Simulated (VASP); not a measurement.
VASP ran on this input.

### INCAR
```
ALGO=Normal
EDIFF=1E-6
EDIFFG=-0.02
ENCUT=500
GGA=PE
IBRION=2
ISIF=3
ISMEAR=0
LASPH=.True.
LCHARG=.False.
LMAXMIX=4
LREAL=.False.
LWAVE=.False.
NELM=100
NSW=40
PREC=Accurate
PSTRESS=450
SIGMA=0.05
SYSTEM=InSb
```

### KPOINTS
```
Automatic mesh
0
Gamma
 8 8 8
0 0 0
```

**POSCAR**
```
InSb
1
    0.0000000000     2.9504002206     2.9504002206
    2.9504002206     0.0000000000     2.9504002206
    2.9504002206     2.9504002206     0.0000000000
In Sb
1 1
Direct
  0.0000000000   0.0000000000   0.0000000000
  0.2500000000   0.2500000000   0.2500000000
```

POTCAR, in this order: In_d Sb (PBE.64 set). Program: vasp_std.

Translate this PBE calculation to Ansatz.

One equivalent input (not run):
Ansatz 0.2 input:
```yaml
crystal:
  lattice:
    - [0.0000000, 2.9504002, 2.9504002]
    - [2.9504002, 0.0000000, 2.9504002]
    - [2.9504002, 2.9504002, 0.0000000]
  atoms:
    - { symbol: In, position: [0.0000000, 0.0000000, 0.0000000] }
    - { symbol: Sb, position: [0.2500000, 0.2500000, 0.2500000] }
kpoints:
  mp_grid: { grid: [8, 8, 8] }
hamiltonian:
  xc: pbe
  pseudopotentials: { kind: paw }
scf:
  occupations: { method: gaussian, width: 0.05 }
  max_iter: 100
relax:
  max_steps: 40
  f_tol: 0.02
  cell: { p_target: 45 }
output: { forces: true, stress: true, eigenvalues: true }
```
What does not carry over: each code has its own PAW files, so the cut-off isn't converted (ENCUT is set for VASP's; basis.ecutwfc is left out, and Ansatz then takes the one that its files recommend); Ansatz stops its SCF on the density residual and VASP on the energy change (EDIFF).

The compound is InSb in the zinc blende structure. This run relaxes it under an external pressure of 45 GPa. Symmetry was kept, so distortions that lower it aren't found.
